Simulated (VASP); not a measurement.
# SrAlH3 (Pm-3m) in VASP: notebook

One crystal, SrAlH3, is run at these levels: LDA; tasks: single point.

Everything below comes from runs of VASP 6.6.1. Logs are shortened: lines on timing, memory, paths and dates and some standing lists are left out, and cuts for length are marked.

### 1 Starting point

The structure is cubic, space group Pm-3m (No. 221). The conventional cell has a = 4.585 Å, b = 4.585 Å, c = 4.585 Å, α = 90.00°, β = 90.00°, γ = 90.00°. Sr (site symmetry m-3m) is surrounded by 6 H at 2.29 Å. Al (site symmetry m-3m) has 12 H at 3.24 Å as nearest neighbours. H (site symmetry 4/mmm) has 2 Sr at 2.29 Å as nearest neighbours.

The cell comes from a database or a generator and needn't be the stable form of this composition.

### 2 Single point, LDA

Contents of INCAR:

```
SYSTEM = SrAlH3
PREC = Accurate ; ENCUT = 520
EDIFF = 1E-7 ; ISMEAR = 0
SIGMA = 0.1 ; LREAL = .False.
LASPH = .True. ; NELM = 100
ALGO = Normal ; ISIF = 2
LWAVE = .False. ; LCHARG = .False.
GGA = CA ; NBANDS = 16
```

Contents of KPOINTS:

```
Automatic mesh
0
Gamma
  5 5 5
  0 0 0
```

Contents of POSCAR:

```
SrAlH3
1.0
    4.5854620000      0.0000000000      0.0000000000
    0.0000000000      4.5854620000      0.0000000000
    0.0000000000      0.0000000000      4.5854620000
Sr Al H
1 1 3
Direct
    0.5000000000      0.5000000000      0.5000000000
    0.0000000000      0.0000000000      0.0000000000
    0.0000000000      0.5000000000      0.5000000000
    0.5000000000      0.5000000000      0.0000000000
    0.5000000000      0.0000000000      0.5000000000
```

Potentials or basis: VASP PAW LDA potentials, release 64 (Sr_sv, Al, H).

Run with:

```bash
cat potpaw_LDA.64/Sr_sv/POTCAR potpaw_LDA.64/Al/POTCAR potpaw_LDA.64/H/POTCAR > POTCAR
mpirun -np 1 vasp_std > vasp.out
```

OUTCAR:

```text
SYSTEM = SrAlH3
   PREC = Accurate
   ENCUT = 520
   EDIFF = 1E-7
   ISMEAR = 0
   LREAL = .False.
   LASPH = .True.
   NELM = 100
   ISIF = 2
   GGA = CA

 ion  position               nearest neighbor table
   1  0.500  0.500  0.500-   3 2.29   4 2.29   5 2.29   4 2.29   5 2.29   3 2.29   2 3.97   2 3.97
                             2 3.97   2 3.97   2 3.97   2 3.97   2 3.97   2 3.97
   2  0.000  0.000  0.000-   1 3.97   1 3.97   1 3.97   1 3.97   1 3.97   1 3.97   1 3.97   1 3.97

   3  0.000  0.500  0.500-   1 2.29   1 2.29
   4  0.500  0.500  0.000-   1 2.29   1 2.29
   5  0.500  0.000  0.500-   1 2.29   1 2.29

  LATTYP: Found a simple cubic cell.
 ALAT       =     4.5854620000

  Lattice vectors:

 A1 = (   4.5854620000,   0.0000000000,   0.0000000000)
 A2 = (   0.0000000000,   4.5854620000,   0.0000000000)
 A3 = (   0.0000000000,   0.0000000000,   4.5854620000)

Analysis of symmetry for initial positions (statically):
=====================================================================
 Subroutine PRICEL returns:
 Original cell was already a primitive cell.

 Routine SETGRP: Setting up the symmetry group for a
 simple cubic supercell.

 Subroutine GETGRP returns: Found 48 space group operations
 (whereof 48 operations were pure point group operations)
 out of a pool of 48 trial point group operations.

The static configuration has the point symmetry O_h .

Analysis of symmetry for dynamics (positions and initial velocities):
=====================================================================
 Subroutine PRICEL returns:
 Original cell was already a primitive cell.

 Routine SETGRP: Setting up the symmetry group for a
 simple cubic supercell.

 Subroutine GETGRP returns: Found 48 space group operations
 (whereof 48 operations were pure point group operations)
 out of a pool of 48 trial point group operations.

The dynamic configuration has the point symmetry O_h .

 Subroutine INISYM returns: Found 48 space group operations
 (whereof 48 operations are pure point group operations),
 and found     1 'primitive' translations

----------------------------------------------------------------------------------------

                                     Primitive cell

  volume of cell :      96.4160

  direct lattice vectors                    reciprocal lattice vectors
     4.585462000  0.000000000  0.000000000     0.218080534  0.000000000  0.000000000
     0.000000000  4.585462000  0.000000000     0.000000000  0.218080534  0.000000000
     0.000000000  0.000000000  4.585462000     0.000000000  0.000000000  0.218080534

  length of vectors
     4.585462000  4.585462000  4.585462000     0.218080534  0.218080534  0.218080534

  position of ions in fractional coordinates (direct lattice)
     0.500000000  0.500000000  0.500000000
     0.000000000  0.000000000  0.000000000
     0.000000000  0.500000000  0.500000000
     0.500000000  0.500000000  0.000000000
     0.500000000  0.000000000  0.500000000

  ion indices of the primitive-cell ions
   primitive index   ion index
                 1           1
                 2           2
                 3           3
                 4           4
                 5           5

----------------------------------------------------------------------------------------

 KPOINTS: Automatic mesh

Automatic generation of k-mesh.
 Grid dimensions read from file:
 generate k-points for:    5    5    5

 Generating k-lattice:

  Cartesian coordinates                     Fractional coordinates (reciprocal lattice)
     0.043616107  0.000000000  0.000000000     0.200000000  0.000000000  0.000000000
     0.000000000  0.043616107  0.000000000     0.000000000  0.200000000  0.000000000
     0.000000000  0.000000000  0.043616107     0.000000000  0.000000000  0.200000000

  Length of vectors
     0.043616107  0.043616107  0.043616107

  Shift w.r.t. Gamma in fractional coordinates (k-lattice)
     0.000000000  0.000000000  0.000000000

 Subroutine IBZKPT returns following result:
 ===========================================

 Found     10 irreducible k-points:

 Following reciprocal coordinates:
            Coordinates               Weight
  0.000000  0.000000  0.000000      1.000000
  0.200000  0.000000  0.000000      6.000000
  0.400000  0.000000  0.000000      6.000000
  0.200000  0.200000  0.000000     12.000000
  0.400000  0.200000  0.000000     24.000000
  0.400000  0.400000  0.000000     12.000000
  0.200000  0.200000  0.200000      8.000000
  0.400000  0.200000  0.200000     24.000000
  0.400000  0.400000  0.200000     24.000000
  0.400000  0.400000  0.400000      8.000000
   k-points           NKPTS =     10   k-points in BZ     NKDIM =     10   number of bands    NBANDS=     16
   number of dos      NEDOS =    301   number of ions     NIONS =      5
   total plane-waves  NPLWV =  46656
   dimension x,y,z NGX =    36 NGY =   36 NGZ =   36
   dimension x,y,z NGXF=    72 NGYF=   72 NGZF=   72
   ions per type =               1   1   3
   NGX,Y,Z   is equivalent  to a cutoff of  13.05, 13.05, 13.05 a.u.
   NGXF,Y,Z  is equivalent  to a cutoff of  26.10, 26.10, 26.10 a.u.
 SYSTEM =  SrAlH3
   PREC   = accura    normal or accurate (medium, high low for compatibility)
   ISTART =      0    job   : 0-new  1-cont  2-samecut
   ICHARG =      2    charge: 1-file 2-atom 10-const
   ISPIN  =      1    spin polarized calculation?
   LNONCOLLINEAR =      F non collinear calculations
   LSORBIT =      F    spin-orbit coupling
   LASPH  =      T    aspherical Exc in radial PAW
   ENCUT  =  520.0 eV  38.22 Ry    6.18 a.u.   8.53  8.53  8.53*2*pi/ulx,y,z
   NELM   =    100;   NELMIN=  2; NELMDL= -5     # of ELM steps
   EDIFF  = 0.1E-06   stopping-criterion for ELM
   LREAL  =      F    real-space projection
   EDIFFG = 0.1E-05   stopping-criterion for IOM
   NSW    =      0    number of steps for IOM
   IBRION =     -1    ionic relax: 0-MD 1-quasi-New 2-CG
   NFREE  =      0    steps in history (QN), initial steepest desc. (CG)
   ISIF   =      2    stress and relaxation
   ISYM   =      2    0-nonsym 1-usesym 2-fastsym
   POTIM  = 0.5000    time-step for ionic-motion
   TEBEG  =    0.0;   TEEND  =   0.0 temperature during run
   PSTRESS=    0.0 pullay stress
   NELECT =      16.0000    total number of electrons
   NUPDOWN=      -1.0000    fix difference up-down
   EMIN   =  10.00;   EMAX   =-10.00  energy-range for DOS
   EFERMI =   0.00;   METHOD = LEGACY
   ISMEAR =     0;   SIGMA  =   0.10  broadening in eV -4-tet -1-fermi 0-gaus
   EFERMI_NEDOS =   21; number of points for ismear=-14 and -15
   IALGO  =     38    algorithm
   IMIX   =      4    mixing-type and parameters
     AMIX     =   0.40;   BMIX     =  1.00
     AMIX_MAG =   1.60;   BMIX_MAG =  1.00
  volume/ion in A,a.u.               =      19.28       130.13
  Fermi-wavevector in a.u.,A,eV,Ry     =   0.899632  1.700059 11.011717  0.809338
  Thomas-Fermi vector in A             =   2.022490
   LORBIT       =      0    0 simple, 1 ext, 2 COOP (PROOUT), +10 PAW based schemes
   GGA     = CA    functional components
   LHFCALC =     F    Hartree Fock is set to
   AEXX    =    0.0000 exact exchange contribution
   IVDW    =     0    specifies the selected vdW correction
   LEPSILON=     F    determine dielectric tensor
   LRPA    =     F    only Hartree local field effects (RPA)
 non-spin polarized calculation
 Gauss-broadening in eV      SIGMA  =   0.10
  energy-cutoff  :      520.00
  volume of cell :       96.42
 maximum number of plane-waves:      2614
 NGX is ok and might be reduce to    36
   NGX = 17   NGY = 17   NGZ = 17

 number of electron      16.0000002 magnetization

 Free energy of the ion-electron system (eV)
  ---------------------------------------------------
  ext. energy  EPLUGINS =         0.00000000
  ---------------------------------------------------
  free energy    TOTEN  =       -14.98564934 eV

  energy without entropy =      -14.98552756  energy(sigma->0) =      -14.98558845

 E-fermi :   0.3896     XC(G=0):  -8.0179

 val. band max:        0.1936708925   @ k =   0.4000   0.0000   0.0000
 cond. band min:       0.6071770812   @ k =   0.4000   0.4000   0.4000
 fundamental gap:      0.4135061887
 Fermi energy:         0.3896298143

 k-point     1 :       0.0000    0.0000    0.0000
  band No.  band energies     occupation
      1     -33.2764      2.00000
      2     -15.4495      2.00000
      3     -15.4495      2.00000
      4     -15.4495      2.00000
      5      -5.3604      2.00000
      6      -1.6522      2.00000
[... 8 lines left out ...]
     15       7.5942      0.00000
     16       7.5942      0.00000

 k-point     2 :       0.2000    0.0000    0.0000
  band No.  band energies     occupation
      1     -33.2753      2.00000
      2     -15.4955      2.00000
      3     -15.4473      2.00000
      4     -15.4473      2.00000
      5      -5.0681      2.00000
      6      -1.8352      2.00000
[... 8 lines left out ...]
     15       6.6208      0.00000
     16       8.3143      0.00000

 k-point     3 :       0.4000    0.0000    0.0000
  band No.  band energies     occupation
      1     -33.2733      2.00000
      2     -15.5680      2.00000
      3     -15.4438      2.00000
      4     -15.4438      2.00000
      5      -4.2899      2.00000
      6      -2.9364      2.00000
[... 8 lines left out ...]
     15       6.2995      0.00000
     16       6.7132      0.00000

 k-point     4 :       0.2000    0.2000    0.0000
  band No.  band energies     occupation
      1     -33.2741      2.00000
      2     -15.4939      2.00000
      3     -15.4917      2.00000
      4     -15.4452      2.00000
      5      -4.7897      2.00000
      6      -1.7493      2.00000
[... 8 lines left out ...]
     15       7.1713      0.00000
     16       7.5571      0.00000

 k-point     5 :       0.4000    0.2000    0.0000
  band No.  band energies     occupation
      1     -33.2722      2.00000
      2     -15.5647      2.00000
      3     -15.4886      2.00000
      4     -15.4418      2.00000
      5      -4.0669      2.00000
      6      -2.6783      2.00000
[... 8 lines left out ...]
     15       6.2404      0.00000
     16       6.8917      0.00000

 k-point     6 :       0.4000    0.4000    0.0000
  band No.  band energies     occupation
      1     -33.2703      2.00000
      2     -15.5597      2.00000
      3     -15.5589      2.00000
      4     -15.4385      2.00000
      5      -3.5534      2.00000
      6      -2.2953      2.00000
[... 8 lines left out ...]
     15       5.9127      0.00000
     16       6.8275      0.00000

 k-point     7 :       0.2000    0.2000    0.2000
  band No.  band energies     occupation
      1     -33.2729      2.00000
      2     -15.4923      2.00000
      3     -15.4893      2.00000
      4     -15.4893      2.00000
      5      -4.5238      2.00000
      6      -1.4709      2.00000
[... 8 lines left out ...]
     15       7.6055      0.00000
     16       7.9736      0.00000

 k-point     8 :       0.4000    0.2000    0.2000
  band No.  band energies     occupation
      1     -33.2710      2.00000
      2     -15.5615      2.00000
      3     -15.4870      2.00000
      4     -15.4853      2.00000
      5      -3.8519      2.00000
      6      -2.3861      2.00000
[... 8 lines left out ...]
     15       6.7165      0.00000
     16       7.5010      0.00000

 k-point     9 :       0.4000    0.4000    0.2000
  band No.  band energies     occupation
      1     -33.2691      2.00000
      2     -15.5567      2.00000
      3     -15.5560      2.00000
      4     -15.4823      2.00000
      5      -3.3613      2.00000
      6      -1.9142      2.00000
[... 8 lines left out ...]
     15       6.6751      0.00000
     16       6.8979      0.00000

 k-point    10 :       0.4000    0.4000    0.4000
  band No.  band energies     occupation
      1     -33.2672      2.00000
      2     -15.5522      2.00000
      3     -15.5513      2.00000
      4     -15.5513      2.00000
      5      -2.9384      2.00000
      6      -1.2125      2.00000
[... 8 lines left out ...]
     15       6.6622      0.00000
     16       7.2644      0.00000

------------------------ aborting loop because EDIFF is reached ----------------------------------------

  FORCE on cell =-STRESS in cart. coord.  units (eV):
  Direction    XX          YY          ZZ          XY          YZ          ZX
  --------------------------------------------------------------------------------------
  -------------------------------------------------------------------------------------
  Total       -1.1523811     -1.1523811     -1.1523811      0.0000000      0.0000000     -0.0000000
  in kB      -19.1494994    -19.1494994    -19.1494994      0.0000000      0.0000000     -0.0000000
  external PRESSURE =     -19.1494994 kB  Pullay stress =       0.0000000 kB

 VOLUME and BASIS-vectors are now :
 -----------------------------------------------------------------------------
  energy-cutoff  :      520.00
  volume of cell :       96.42
      direct lattice vectors                 reciprocal lattice vectors
     4.585462000  0.000000000  0.000000000     0.218080534  0.000000000  0.000000000
     0.000000000  4.585462000  0.000000000     0.000000000  0.218080534  0.000000000
     0.000000000  0.000000000  4.585462000     0.000000000  0.000000000  0.218080534

 POSITION                                       TOTAL-FORCE (eV/Angst)
 -----------------------------------------------------------------------------------
      2.29273      2.29273      2.29273         0.000000      0.000000      0.000000
      0.00000      0.00000      0.00000         0.000000      0.000000      0.000000
      0.00000      2.29273      2.29273         0.000000      0.000000      0.000000
      2.29273      2.29273      0.00000         0.000000      0.000000      0.000000
      2.29273      0.00000      2.29273         0.000000      0.000000      0.000000
 -----------------------------------------------------------------------------------
    total drift:                                0.000000      0.000000      0.000000

  FREE ENERGIE OF THE ION-ELECTRON SYSTEM (eV)
  ---------------------------------------------------
  free  energy   TOTEN  =       -14.9856493389 eV

  energy  without entropy=      -14.9855275605  energy(sigma->0) =      -14.98558845
```

It took 6.4 s on 1 thread of Intel Xeon 6975P-C (Granite Rapids), shared host; peak memory 0.17 GiB.

Results:

- Free energy: -14.9856 eV
- Pressure: -1.9 GPa
- Band gap on the k mesh: 0.41 eV, indirect (least direct gap 1.49 eV)

Levels at points of the mesh, in eV from the valence-band top:
```
           k point  band 5  band 6  band 7  band 8  band 9  band 10  band 11  band 12
(0.00, 0.00, 0.00)   -5.55   -1.85   -1.85   -0.24    2.23     2.23     2.23     5.75
```

Caveat: an odd mesh through Γ misses points on the zone boundary, where band edges often lie.

### 3 Single point, LDA

Contents of INCAR:

```
SYSTEM = SrAlH3
PREC = Accurate
ENCUT = 520
EDIFF = 1E-6
ISMEAR = 0
SIGMA = 0.1
LREAL = .FALSE.
LASPH = .TRUE.
NELM = 100
ALGO = Normal
ISIF = 2
LWAVE = .FALSE.
LCHARG = .FALSE.
NBANDS = 16
```

Contents of KPOINTS:

```
regular mesh
0
G
  5 5 5
  0 0 0
```

POSCAR is that of step 2.

Potentials or basis: VASP PAW LDA potentials, release 64 (Sr_sv, Al, H).

Run with:

```bash
cat potpaw_LDA.64/Sr_sv/POTCAR potpaw_LDA.64/Al/POTCAR potpaw_LDA.64/H/POTCAR > POTCAR
mpirun -np 1 vasp_std > vasp.out
```

It took 7 s on 1 thread of Intel Xeon 6975P-C (Granite Rapids), shared host; peak memory 0.18 GiB.

It converged, with:

- Free energy: -14.9856 eV
- Pressure: -1.9 GPa
- Band gap on the k mesh: 0.41 eV, indirect (least direct gap 1.49 eV)

Levels at points of the mesh, in eV from the valence-band top:
```csv
k point,band 6,band 7,band 8,band 9,band 10,band 11
"(0.00, 0.00, 0.00)",-1.85,-1.85,-0.24,2.23,2.23,2.23
```

Caveat: an odd mesh through Γ misses points on the zone boundary, where band edges often lie.
